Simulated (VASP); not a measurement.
# Mn2FeSe3 (P-3m1) in VASP: reference runs, part 2 of 2

VASP 6.6.1. Earlier steps stand in the parts before.

**3. Single point, PBE, collinear spin, ferromagnetic start (atoms moved at random, drawn with an rms of 0.05 Å)**

INCAR

```
PREC     = Accurate       # precision mode
ENCUT    = 520            # plane-wave cutoff, eV
EDIFF    = 1E-7           # SCF threshold, eV
ISMEAR   = -1             # smearing method
SIGMA    = 0.05           # smearing width, eV
LREAL    = False          # projectors in reciprocal space
LASPH    = True           # aspherical terms in the spheres
NELM     = 100            # most SCF steps
ALGO     = Normal         # electronic algorithm
ISIF     = 2              # what is computed and relaxed
LWAVE    = False          # write WAVECAR
LCHARG   = True           # write CHGCAR
ISPIN    = 2              # spin polarisation
MAGMOM   = 0 0 0 3 4 4    # initial moments
LORBIT   = 11             # projections on sites
LMAXMIX  = 4              # l up to which the mixer works
GGA      = PE             # functional
LELF     = True           # ELF
LVHAR    = True         
NBANDS   = 39             # bands
```

KPOINTS

```
regular mesh
0
Gamma
  9 9 3
```

POSCAR

```
Mn2FeSe3
1.0
    3.5257490756      0.0000000000      0.0000000000
   -1.7628745378      3.0533882668      0.0000000000
    0.0000000000      0.0000000000      8.5645230000
Se Fe Mn
3 1 2
Direct
   -0.0109020000     -0.0080050000      0.4958640000
    0.6754030000      0.3312640000      0.8393260000
    0.3241730000      0.6580810000      0.1556180000
   -0.0121220000     -0.0111310000     -0.0002870000
    0.6512040000      0.3124430000      0.3320790000
    0.3442770000      0.6866510000      0.6609050000
```

Potentials or basis: VASP PAW PBE potentials, release 64 (Se, Fe, Mn_pv).

Launch:

```sh
$ cat potpaw_PBE.64/Se/POTCAR potpaw_PBE.64/Fe/POTCAR potpaw_PBE.64/Mn_pv/POTCAR > POTCAR
$ mpirun -np 1 vasp_std > vasp.out
```

OUTCAR:

```text
PREC = Accurate
   ENCUT = 520
   EDIFF = 1E-7
   ISMEAR = -1
   LREAL = False
   LASPH = True
   NELM = 100
   ISIF = 2
   ISPIN = 2
   LORBIT = 11
   GGA = PE

 ion  position               nearest neighbor table
   1  0.989  0.992  0.496-   6 2.42   5 2.45   5 2.46   6 2.46   5 2.50   6 2.55
   2  0.675  0.331  0.839-   4 2.43   4 2.43   6 2.49   4 2.51   6 2.55   6 2.59
   3  0.324  0.658  0.156-   4 2.43   4 2.44   4 2.44   5 2.51   5 2.55   5 2.55
   4  0.988  0.989  1.000-   2 2.43   3 2.43   2 2.43   3 2.44   3 2.44   2 2.51
   5  0.651  0.312  0.332-   1 2.45   1 2.46   1 2.50   3 2.51   3 2.55   3 2.55
   6  0.344  0.687  0.661-   1 2.42   1 2.46   2 2.49   1 2.55   2 2.55   2 2.59

  LATTYP: Found a hexagonal cell.
 ALAT       =     3.5257490756
 C/A-ratio  =     2.4291357145

  Lattice vectors:

 A1 = (   3.5257490756,   0.0000000000,   0.0000000000)
 A2 = (  -1.7628745378,   3.0533882668,   0.0000000000)
 A3 = (   0.0000000000,   0.0000000000,   8.5645230000)

Analysis of symmetry for initial positions (statically):
=====================================================================
 Subroutine PRICEL returns:
 Original cell was already a primitive cell.

 Routine SETGRP: Setting up the symmetry group for a
 hexagonal supercell.

 Subroutine GETGRP returns: Found  1 space group operations
 (whereof  1 operations were pure point group operations)
 out of a pool of 24 trial point group operations.

The static configuration has the point symmetry C_1 .

Analysis of symmetry for dynamics (positions and initial velocities):
=====================================================================
 Subroutine PRICEL returns:
 Original cell was already a primitive cell.

 Routine SETGRP: Setting up the symmetry group for a
 hexagonal supercell.

 Subroutine GETGRP returns: Found  1 space group operations
 (whereof  1 operations were pure point group operations)
 out of a pool of 24 trial point group operations.

The dynamic configuration has the point symmetry C_1 .

Analysis of structural, dynamic, and magnetic symmetry:
=====================================================================
 Subroutine PRICEL returns:
 Original cell was already a primitive cell.

 Routine SETGRP: Setting up the symmetry group for a
 hexagonal supercell.

 Subroutine GETGRP returns: Found  1 space group operations
 (whereof  1 operations were pure point group operations)
 out of a pool of 24 trial point group operations.

The overall configuration has the point symmetry C_1 .

 Subroutine INISYM returns: Found  1 space group operations
 (whereof  1 operations are pure point group operations),
 and found     1 'primitive' translations

----------------------------------------------------------------------------------------

                                     Primitive cell

  volume of cell :      92.2012

  direct lattice vectors                    reciprocal lattice vectors
     3.525749076  0.000000000  0.000000000     0.283627671  0.163752512  0.000000000
    -1.762874538  3.053388267  0.000000000     0.000000000  0.327505025  0.000000000
[... 98 lines left out ...]
   NFREE  =      0    steps in history (QN), initial steepest desc. (CG)
   ISIF   =      2    stress and relaxation
   ISYM   =      2    0-nonsym 1-usesym 2-fastsym
   POTIM  = 0.5000    time-step for ionic-motion
   TEBEG  =    0.0;   TEEND  =   0.0 temperature during run
   PSTRESS=    0.0 pullay stress
   NELECT =      52.0000    total number of electrons
   NUPDOWN=      -1.0000    fix difference up-down
   EMIN   =  10.00;   EMAX   =-10.00  energy-range for DOS
   EFERMI =   0.00;   METHOD = LEGACY
   ISMEAR =    -1;   SIGMA  =   0.05  broadening in eV -4-tet -1-fermi 0-gaus
   EFERMI_NEDOS =   21; number of points for ismear=-14 and -15
   IALGO  =     38    algorithm
   IMIX   =      4    mixing-type and parameters
     AMIX     =   0.40;   BMIX     =  1.00
     AMIX_MAG =   1.60;   BMIX_MAG =  1.00
  volume/ion in A,a.u.               =      15.37       103.70
  Fermi-wavevector in a.u.,A,eV,Ry     =   1.352582  2.556010 24.891576  1.829479
  Thomas-Fermi vector in A             =   2.479909
   LORBIT       =     11    0 simple, 1 ext, 2 COOP (PROOUT), +10 PAW based schemes
   GGA     = PE    functional components
   LHFCALC =     F    Hartree Fock is set to
   AEXX    =    0.0000 exact exchange contribution
   IVDW    =     0    specifies the selected vdW correction
   LEPSILON=     F    determine dielectric tensor
   LRPA    =     F    only Hartree local field effects (RPA)
 spin polarized calculation
  energy-cutoff  :      520.00
  volume of cell :       92.20
 maximum number of plane-waves:      2539
 NGX is ok and might be reduce to    28
   NGX = 13   NGY = 13   NGZ = 31

 number of electron      51.9999988 magnetization       9.9232180

 number of electron      51.9999988 magnetization      10.1845458

 Free energy of the ion-electron system (eV)
  ---------------------------------------------------
  ext. energy  EPLUGINS =         0.00000000
  ---------------------------------------------------
  free energy    TOTEN  =       -37.00387736 eV

  energy without entropy =      -36.95934030  energy(sigma->0) =      -36.98160883

 E-fermi :   7.9796     XC(G=0): -11.6626

 val. band max:        7.9778040674   @ k =   0.4444  -0.1111  -0.3333
 cond. band min:       7.9804727867   @ k =  -0.4444  -0.1111   0.3333
 fundamental gap:      0.0026687193
 Fermi energy:         7.9795962867

 spin component 1

 k-point     1 :       0.0000    0.0000    0.0000
  band No.  band energies     occupation
      1     -42.2661      1.00000
      2     -42.2565      1.00000
      3     -42.2503      1.00000
      4     -42.2486      1.00000
      5     -42.2418      1.00000
      6     -42.2339      1.00000
[... 973 lines left out ...]
     37      13.6706      0.00000
     38      13.8108      0.00000

 [... further k-points ...]

 spin component 2

 k-point     1 :       0.0000    0.0000    0.0000
  band No.  band energies     occupation
      1     -38.4807      1.00000
      2     -38.4694      1.00000
      3     -38.4620      1.00000
      4     -38.4576      1.00000
      5     -38.4534      1.00000
      6     -38.4381      1.00000
[... 973 lines left out ...]
     37      14.5441      0.00000
     38      14.7714      0.00000

 [... further k-points ...]

 [bands above 38 left out]

------------------------ aborting loop because EDIFF is reached ----------------------------------------

  FORCE on cell =-STRESS in cart. coord.  units (eV):
  Direction    XX          YY          ZZ          XY          YZ          ZX
  --------------------------------------------------------------------------------------
  -------------------------------------------------------------------------------------
  Total        9.4385095      9.5175277      9.1201247     -0.2882788     -0.2182288     -0.1692338
  in kB      164.0126661    165.3857619    158.4801026     -5.0094116     -3.7921553     -2.9407710
  external PRESSURE =     162.6261769 kB  Pullay stress =       0.0000000 kB

 VOLUME and BASIS-vectors are now :
 -----------------------------------------------------------------------------
  energy-cutoff  :      520.00
  volume of cell :       92.20
      direct lattice vectors                 reciprocal lattice vectors
     3.525749076  0.000000000  0.000000000     0.283627671  0.163752512  0.000000000
    -1.762874538  3.053388267  0.000000000     0.000000000  0.327505025  0.000000000
     0.000000000  0.000000000  8.564523000     0.000000000  0.000000000  0.116760735

 POSITION                                       TOTAL-FORCE (eV/Angst)
 -----------------------------------------------------------------------------------
      1.73855      3.02895      4.24684         0.160491      0.147170      0.040643
      1.79732      1.01148      7.18843        -0.166966      0.098209     -0.078139
     -0.01716      2.00938      1.33279        -0.055688     -0.109580      0.079243
      1.73976      3.01940      8.56206         0.168859      0.097715     -0.096879
      1.74518      0.95401      2.84410        -0.034483      0.215770     -0.430835
      0.00335      2.09661      5.66034        -0.072213     -0.449284      0.485967
 -----------------------------------------------------------------------------------
    total drift:                               -0.000014      0.000172      0.001075

  FREE ENERGIE OF THE ION-ELECTRON SYSTEM (eV)
  ---------------------------------------------------
  free  energy   TOTEN  =       -37.0038773599 eV

  energy  without entropy=      -36.9593403005  energy(sigma->0) =      -36.98160883

 total charge

# of ion       s       p       d       tot
------------------------------------------
    1        1.447   2.474   0.091   4.012
    2        1.451   2.418   0.084   3.952
    3        1.450   2.425   0.089   3.963
    4        0.368   0.426   6.378   7.171
    5        0.269   6.233   5.111  11.613
    6        0.269   6.230   5.105  11.604
--------------------------------------------------
tot          5.253  20.205  16.857  42.316

 magnetization (x)

# of ion       s       p       d       tot
------------------------------------------
    1        0.022   0.008   0.021   0.051
    2        0.023  -0.001   0.016   0.039
    3        0.023   0.001   0.016   0.040
    4        0.051   0.044   2.237   2.333
    5        0.060   0.046   3.509   3.615
    6        0.060   0.046   3.525   3.630
--------------------------------------------------
tot          0.240   0.144   9.324   9.708
```

Run time: 12 min. Hardware: 1 thread of Intel Xeon 6975P-C (Granite Rapids), shared host; peak memory 0.75 GiB.

Results:

```yaml
Free_energy: -37.0039 eV
Pressure: 16.3 GPa
Largest_force: 0.666 eV/Å
Band_gap_on_the_k_mesh: none (metal or under the smearing width)
Net_moment: 10.18 μB per cell
Site_moments: Se +0.05, +0.04; Fe +2.33; Mn +3.62, +3.63 μB
Valence_electrons_inside_the_program's_atomic_spheres: Se 4.01, 3.95, 3.96; Fe 7.17; Mn 11.61, 11.60
```

Forces on the atoms (eV/Å):
```
Se   0.160  0.147  0.041
Se  -0.167  0.098 -0.078
Se  -0.056 -0.110  0.079
Fe   0.169  0.098 -0.097
Mn  -0.034  0.216 -0.431
Mn  -0.072 -0.449  0.486
```

Caveat: semilocal functionals often make such compounds metallic where correlation or magnetic order opens a gap, which also shifts bond lengths; only a ferromagnetic start was run, and an antiferromagnetic order may lie lower in energy.
